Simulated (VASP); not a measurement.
Here is the system:

```xyz
2
Lattice="0.0000 2.1800 2.1800 2.1800 0.0000 2.1800 2.1800 2.1800 0.0000" Properties=species:S:1:pos:R:3 pbc="T T T"
Si     0.0000     0.0000     0.0000
C      1.0900     1.0900     1.0900
```

Computed with PBEsol GGA, VASP's PBE PAW potentials (set 64) (plane waves; VASP). Settings: 520 eV cut-off, 10×10×10 Γ-centred mesh, Gaussian smearing of 0.010 eV, potentials Si C.

Problem. Give the electronic dielectric tensor ε∞ (DFPT, local fields included).

Solution. 
```
7.11  0.00  0.00
0.00  7.11  0.00
0.00  0.00  7.11
```

Problem. Give the Born effective charges.

Solution. 
| atom | Z*xx | Z*yy | Z*zz | mean |
|---|---|---|---|---|
| Si1 | 2.70 | 2.70 | 2.70 | 2.70 |
| C2 | -2.70 | -2.70 | -2.70 | -2.70 |

The compound is SiC in the zinc blende structure. The cell was not relaxed at this level.
